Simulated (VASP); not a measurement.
Consider the following.

```
Cd2MgP2
1.0
    4.09969     0.00000     0.00000
   -2.04985     3.55044     0.00000
    0.00000     0.00000     7.09256
Mg Cd P
1 2 2
Cartesian
  0.00000   0.00000   0.00000
  0.00000   2.36696   4.46832
  2.04985   1.18348   2.62425
  0.00000   2.36696   1.84407
  2.04985   1.18348   5.24850
```

Method: PBE GGA, VASP's PBE PAW potentials (set 64) (plane waves; VASP). Run with 300 eV cut-off, 6×6×3 Γ-centred mesh, Gaussian smearing of 0.27 eV, potentials Mg Cd P.

### Question
Give the energies of bands 13 to 21 at the high-symmetry points, in eV from the valence-band maximum.

### Answer

```tsv
band	Γ	M	K	A	L	H
13	-5.95	-5.67	-4.87	-4.57	-5.82	-5.21
14	-0.85	-4.59	-4.81	-2.76	-5.20	-5.21
15	-0.85	-3.73	-4.81	-0.69	-2.61	-4.45
16	-0.34	-2.70	-2.80	-0.69	-2.48	-3.54
17	0.00	-2.43	-2.80	-0.16	-1.60	-1.73
18	0.00	-1.06	-2.72	-0.16	-1.45	-1.73
19	0.22	0.94	0.54	1.62	0.31	1.85
20	1.31	1.94	4.31	1.62	1.59	1.85
21	3.74	2.55	4.31	3.64	2.01	2.18
```

The gap is direct, 0.22 eV, from the valence maximum at Γ to the conduction minimum at Γ.

The structure was generated: Cd2MgP2 was put into an ordered model structure, which need not be its known phase. The cell was not relaxed at this level.
